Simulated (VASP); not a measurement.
A cell of Na2S (antifluorite) near equilibrium:

```yaml
crystal:
  lattice:
    - [0.00000, 3.24949, 3.24949]
    - [3.24949, 0.00000, 3.24949]
    - [3.24949, 3.24949, 0.00000]
  atoms:
    - { symbol: Na, position: [0.25000, 0.25000, 0.25000] }
    - { symbol: Na, position: [0.75000, 0.75000, 0.75000] }
    - { symbol: S, position: [0.00000, 0.00000, 0.00000] }
```

Level of theory: PBEsol GGA, VASP's PBE PAW potentials (set 64) (plane waves; VASP).

```tsv
run	ΔE (meV/atom)	σxx	σyy	σzz	largest shear component, with its sign (GPa)	largest force (eV/Å)	gap (eV)
as it is	0.0	0.05	0.05	0.05	0.00	0.000	2.43
after one change	1.4	0.08	0.08	0.08	-0.64	0.045	2.39
```
Stress is in GPa, positive when the cell is compressed; gaps are those on the k-mesh, and 0.00 means metallic.

What was changed between the two runs?
A. isotropic strain of -3.0 %
B. shear strain γ_yz = +3.0 %
C. uniaxial strain of +1.0 % along y
D. isotropic strain of -1.0 %

B, shear strain γ_yz = +3.0 %

The compound is Na2S in the antifluorite structure.
